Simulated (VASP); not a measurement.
Shape and ions are relaxed at each volume.

Input:

```cif
data_CW
_chemical_formula_sum 'W1 C1'
_space_group_name_H-M_alt 'P-6m2'
_space_group_IT_number 187
_space_group_name_Hall 'P -6 2'
_cell_length_a 2.90452
_cell_length_b 2.90452
_cell_length_c 2.83699
_cell_angle_alpha 90.000
_cell_angle_beta 90.000
_cell_angle_gamma 120.000
loop_
_atom_site_label
_atom_site_type_symbol
_atom_site_symmetry_multiplicity
_atom_site_Wyckoff_symbol
_atom_site_fract_x
_atom_site_fract_y
_atom_site_fract_z
_atom_site_occupancy
W1 W 1 a 0.00000 0.00000 0.00000 1
C1 C 1 d 0.33333 0.66667 0.50000 1
```

Computed with PBE GGA with D3 dispersion (Becke-Johnson damping), VASP's PBE PAW potentials (set 64) (plane waves; VASP 6.6.1). Run with 520 eV cut-off, 14×14×13 Γ-centred mesh, first-order Methfessel-Paxton smearing of 0.10 eV, potentials W_sv C.

Q: Give the energy at these volumes per atom, relative to the lowest: 9.74, 10.05, 10.36, 10.67, 10.98 Å³.

A: 52.6, 12.7, 0.0, 10.7, 41.3 meV/atom. A third-order Birch-Murnaghan fit gives B0 = 399 GPa and B0′ = 4.2.

The compound is WC in the wc structure. It was relaxed first.
